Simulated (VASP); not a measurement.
Method: r2SCAN meta-GGA, VASP's PBE PAW potentials (set 64) (plane waves; VASP 6.6.1).

VASP ran on this input.

### INCAR
```
SYSTEM = BaTiO3
PREC = Accurate
ENCUT = 520
EDIFF = 1E-7
NELM = 100
ALGO = Normal
LREAL = .FALSE.
LASPH = .TRUE.
ISMEAR = 0
SIGMA = 0.01
METAGGA = R2SCAN
LMIXTAU = .TRUE.
LMAXMIX = 4
LWAVE = .FALSE.
LCHARG = .FALSE.
LOPTICS = .TRUE.
LPEAD = .TRUE.
NBANDS = 72
NEDOS = 1001
CSHIFT = 0.1
```

File POSCAR:
```
BaTiO3
1
    3.9907424315     0.0000000000     0.0000000000
    0.0000000000     3.9907424315     0.0000000000
    0.0000000000     0.0000000000     4.1058802247
Ba Ti O
1 1 3
Direct
  0.0000000000   0.0000000000   0.0034453342
  0.5000000000   0.5000000000   0.5215259043
  0.5000000000   0.5000000000   0.9692324867
  1.0000000000   0.5000000000   0.4848981374
  0.5000000000   0.0000000000   0.4848981374
```

File KPOINTS:
```
Automatic mesh
0
gamma
7 7 7
```

POTCAR, in this order: Ba_sv Ti_sv O (PBE.64 set). Program: vasp_std.

What VASP printed:

OUTCAR:
```
 ion  position               nearest neighbor table
   1  0.000  0.000  0.003-   4 2.81   5 2.81   4 2.81   5 2.81   3 2.83   3 2.83   3 2.83   3 2.83
                             4 2.92   5 2.92   5 2.92   4 2.92   2 3.45   2 3.45   2 3.45   2 3.45
   2  0.500  0.500  0.522-   3 1.84   4 2.00   5 2.00   5 2.00   4 2.00   3 2.27   1 3.45   1 3.45
                             1 3.45   1 3.45   1 3.53   1 3.53   1 3.53   1 3.53
   3  0.500  0.500  0.969-   2 1.84   2 2.27   1 2.83   1 2.83   1 2.83   1 2.83
   4  0.000  0.500  0.485-   2 2.00   2 2.00   1 2.81   1 2.81   1 2.92   1 2.92
   5  0.500  0.000  0.485-   2 2.00   2 2.00   1 2.81   1 2.81   1 2.92   1 2.92
  LATTYP: Found a simple tetragonal cell.
 ALAT       =     3.9907424315
 C/A-ratio  =     1.0288512213
 Subroutine PRICEL returns:
 Original cell was already a primitive cell.
 Subroutine GETGRP returns: Found  8 space group operations
The static configuration has the point symmetry C_4v.
The dynamic configuration has the point symmetry C_4v.
 Subroutine INISYM returns: Found  8 space group operations
 Subroutine IBZKPT returns following result:
 Found     40 irreducible k-points:

 Following reciprocal coordinates:
            Coordinates               Weight
  0.000000  0.000000  0.000000      1.000000
  0.142857  0.000000  0.000000      4.000000
  0.285714  0.000000  0.000000      4.000000
  0.428571  0.000000  0.000000      4.000000
  0.142857  0.142857  0.000000      4.000000
  0.285714  0.142857  0.000000      8.000000
  0.428571  0.142857  0.000000      8.000000
  0.285714  0.285714  0.000000      4.000000
  0.428571  0.285714  0.000000      8.000000
  0.428571  0.428571  0.000000      4.000000
  0.000000  0.000000  0.142857      2.000000
  0.142857  0.000000  0.142857      8.000000
  0.285714  0.000000  0.142857      8.000000
  0.428571  0.000000  0.142857      8.000000
  0.142857  0.142857  0.142857      8.000000
  0.285714  0.142857  0.142857     16.000000
  0.428571  0.142857  0.142857     16.000000
  0.285714  0.285714  0.142857      8.000000
...
```

**OSZICAR**
```
       N       E                     dE             d eps       ncg     rms          rms(c)
DAV:   1     0.319174419120E+03    0.31917E+03   -0.16183E+04  5760   0.616E+02
DAV:   2    -0.632647668293E+02   -0.38244E+03   -0.35244E+03  6064   0.208E+02
DAV:   3    -0.959376780461E+02   -0.32673E+02   -0.31321E+02  7632   0.589E+01
DAV:   4    -0.970620897557E+02   -0.11244E+01   -0.11192E+01  6816   0.937E+00
DAV:   5    -0.970728671607E+02   -0.10777E-01   -0.10776E-01  6752   0.841E-01    0.237E+01
DAV:   6    -0.753197589233E+02    0.21753E+02   -0.81278E+00  6600   0.268E+01    0.743E+00
DAV:   7    -0.735798630374E+02    0.17399E+01   -0.19088E+00  6280   0.509E+00    0.456E+00
DAV:   8    -0.763280109920E+02   -0.27481E+01   -0.10386E+00  6144   0.400E+00    0.293E+00
DAV:   9    -0.740059994638E+02    0.23220E+01   -0.79291E-01  5960   0.375E+00    0.100E+00
DAV:  10    -0.741844419391E+02   -0.17844E+00   -0.88177E-02  5832   0.147E+00    0.493E-01
DAV:  11    -0.742054892614E+02   -0.21047E-01   -0.15477E-02  6784   0.385E-01    0.448E-01
DAV:  12    -0.742283087767E+02   -0.22820E-01   -0.15999E-03  6480   0.168E-01    0.364E-01
DAV:  13    -0.742631238960E+02   -0.34815E-01   -0.12944E-02  6384   0.555E-01    0.142E-01
DAV:  14    -0.742633102336E+02   -0.18634E-03   -0.19542E-03  6768   0.155E-01    0.135E-01
DAV:  15    -0.742641602883E+02   -0.85005E-03   -0.42055E-04  6184   0.103E-01    0.710E-02
DAV:  16    -0.742643308381E+02   -0.17055E-03   -0.20930E-04  6488   0.467E-02    0.161E-02
DAV:  17    -0.742644116844E+02   -0.80846E-04   -0.35185E-05  6328   0.255E-02    0.574E-03
DAV:  18    -0.742644126259E+02   -0.94143E-06   -0.17951E-06  6672   0.544E-03    0.382E-03
DAV:  19    -0.742644114877E+02    0.11382E-05   -0.62857E-07  6520   0.307E-03    0.199E-03
DAV:  20    -0.742644123094E+02   -0.82167E-06   -0.32996E-07  6384   0.249E-03    0.123E-03
DAV:  21    -0.742644124989E+02   -0.18950E-06   -0.61361E-08  5752   0.112E-03    0.613E-04
DAV:  22    -0.742644125186E+02   -0.19751E-07   -0.12697E-08  4112   0.516E-04
   1 F= -.74264413E+02 E0= -.74264413E+02  d E =-.591845E-72
 imaginary and real dielectric function
```

**OUTCAR**
```
------------------------ aborting loop because EDIFF is reached ----------------------------------------
  FORCE on cell =-STRESS in cart. coord.  units (eV):
  Direction    XX          YY          ZZ          XY          YZ          ZX
  --------------------------------------------------------------------------------------
  Total       -0.0159451     -0.0159451      0.0887225      0.0000000      0.0000000      0.0000000
  in kB       -0.3906838     -0.3906838      2.1738557      0.0000000      0.0000000      0.0000000
  external PRESSURE =       0.4641627 kB  Pullay stress =       0.0000000 kB
  volume of cell :       65.39
      direct lattice vectors                 reciprocal lattice vectors
     3.990742432  0.000000000  0.000000000     0.250579940  0.000000000  0.000000000
     0.000000000  3.990742432  0.000000000     0.000000000  0.250579940  0.000000000
     0.000000000  0.000000000  4.105880225     0.000000000  0.000000000  0.243553135
 POSITION                                       TOTAL-FORCE (eV/Angst)
 -----------------------------------------------------------------------------------
      0.00000      0.00000      0.01415         0.000000     -0.000000      0.006972
      1.99537      1.99537      2.14132         0.000000      0.000000     -0.002138
      1.99537      1.99537      3.97955         0.000000     -0.000000     -0.011461
      0.00000      1.99537      1.99093        -0.000000     -0.000000      0.003313
      1.99537      0.00000      1.99093         0.000000     -0.000000      0.003313
 -----------------------------------------------------------------------------------
    total drift:                                0.000000      0.000000      0.009767
  FREE ENERGIE OF THE ION-ELECTRON SYSTEM (eV)
  ---------------------------------------------------
  free  energy   TOTEN  =       -74.2644125186 eV

  energy  without entropy=      -74.2644125186  energy(sigma->0) =      -74.26441252

 plasma frequency squared (from intraband transitions) (eV^2)
  --------------------------------------------------------------------------------------
       0.000       0.000       0.000
       0.000       0.000       0.000
       0.000       0.000       0.000

 plasma frequency squared (from interband transitions, int dw w eps(2)(w)) (eV^2)
  --------------------------------------------------------------------------------------
     652.931       0.000       0.000      -0.000      -0.000      -0.000
       0.000       0.000     652.931       0.000       0.000       0.000
      -0.000       0.000       0.000      -0.000     651.385       0.000
```
(Selected blocks of OUTCAR.)

The dielectric response may not be converged in the k-mesh; for small gaps it tends to come out too large.

The compound is BaTiO3 in the tetragonal perovskite structure. It was relaxed first.
